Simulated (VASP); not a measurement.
Here is a VASP 6.6.1 calculation.

File INCAR:

```
PREC = Accurate
ENCUT = 520
EDIFF = 1E-7
ISMEAR = 0
SIGMA = 0.3
LREAL = F
LASPH = T
NELM = 60
ALGO = Normal
ISIF = 3
LWAVE = F
LCHARG = F
GGA = PE
IBRION = 2
NSW = 80
EDIFFG = -0.002
```

File KPOINTS:

```
Automatic mesh
0
Gamma
  18 18 18
```

POSCAR

```
W                                       
1.0
   -1.5928527436      1.5928527436      1.5928527436
    1.5928527436     -1.5928527436      1.5928527436
    1.5928527436      1.5928527436     -1.5928527436
  W             
     1
Direct
     0.0000000000000000    0.0000000000000000    0.0000000000000000
```

Potentials or basis: VASP PAW PBE potentials, release 64 (W_sv).

The run is started by

```sh
$ cat potpaw_PBE.64/W_sv/POTCAR > POTCAR
$ mpirun -np 1 vasp_std > vasp.out
```

(1) Predict the band gap on the k mesh.

Answers

(1) none (metal or under the smearing width).

Caveat: the relaxation stopped at its first step, so nothing moved.
